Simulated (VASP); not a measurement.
An input for Quantum ESPRESSO's pw.x (written as the equivalent of a VASP run, and not itself run):

```
&CONTROL
  calculation = 'scf'
  pseudo_dir = './pseudo'
  outdir = './out'
  tprnfor = .true.
  tstress = .true.
/
&SYSTEM
  ibrav = 0
  nat = 8
  ntyp = 3
  ecutwfc = 84
  occupations = 'smearing'
  smearing = 'gaussian'
  degauss = 0.003675
  input_dft = 'pbe'
/
&ELECTRONS
  conv_thr = 7.3e-08
  electron_maxstep = 100
/
ATOMIC_SPECIES
  Zn 65.380 Zn.upf
  Te 127.600 Te.upf
  Mg 24.305 Mg.upf
CELL_PARAMETERS angstrom
     6.2622070    0.0000000   -0.0000000
    -0.0000000    6.2622070    0.0000000
     0.0000000   -0.0000000    6.2622070
ATOMIC_POSITIONS crystal
  Zn   0.0000000  1.0000000  1.0000000
  Zn   0.5000000  0.5000000  1.0000000
  Zn   0.5000000  1.0000000  0.5000000
  Te   0.2566148  0.2433852  0.2433852
  Te   0.7433852  0.7566148  0.2433852
  Te   0.7433852  0.2433852  0.7566148
  Te   0.2566148  0.7566148  0.7566148
  Mg   0.0000000  0.5000000  0.5000000
K_POINTS automatic
  3 3 3 0 0 0
```

Question: Translate this input to VASP (INCAR, KPOINTS, POSCAR, choice of POTCAR).

Answer: This is not unique; one that fits is 
**INCAR**
```
# general
SYSTEM  = MgZn3Te4
PREC    = Accurate
ENCUT   = 400   # plane-wave cut-off (eV)
LREAL   = .False.   # projection in real space or not
LASPH   = .True.   # aspherical one-centre terms

# electronic loop
EDIFF   = 1E-6
NELM    = 100   # most electronic steps
ALGO    = Normal   # blocked Davidson
LMAXMIX = 4

# smearing
ISMEAR  = 0
SIGMA   = 0.05   # width (eV)

# functional
GGA     = PE   # PBE

# output
LWAVE   = .False.
LCHARG  = .True.
```

POSCAR:
```
MgZn3Te4
1
    6.2622070058     0.0000000000    -0.0000000000
   -0.0000000000     6.2622070058     0.0000000000
    0.0000000000    -0.0000000000     6.2622070058
Zn Te Mg
3 4 1
Direct
  0.0000000000   1.0000000000   1.0000000000
  0.5000000000   0.5000000000   1.0000000000
  0.5000000000   1.0000000000   0.5000000000
  0.2566147776   0.2433852224   0.2433852224
  0.7433852224   0.7566147776   0.2433852224
  0.7433852224   0.2433852224   0.7566147776
  0.2566147776   0.7566147776   0.7566147776
  0.0000000000   0.5000000000   0.5000000000
```

**KPOINTS**
```
Automatic
0
G
 3 3 3
```

POTCAR, in this order: Zn Te Mg (PBE.64 set). Program: vasp_std.

The two are equivalent in intent, not identical: the potentials are each code's own (VASP's PAW set, PseudoDojo norm-conserving files in pw.x), so ENCUT and ecutwfc are chosen apart and not converted; conv_thr bounds pw.x's estimated SCF error, while EDIFF bounds the energy change between steps.

The structure was generated: MgZn3Te4 was put into an ordered model structure (P-43m), which need not be its known phase. It was relaxed first.
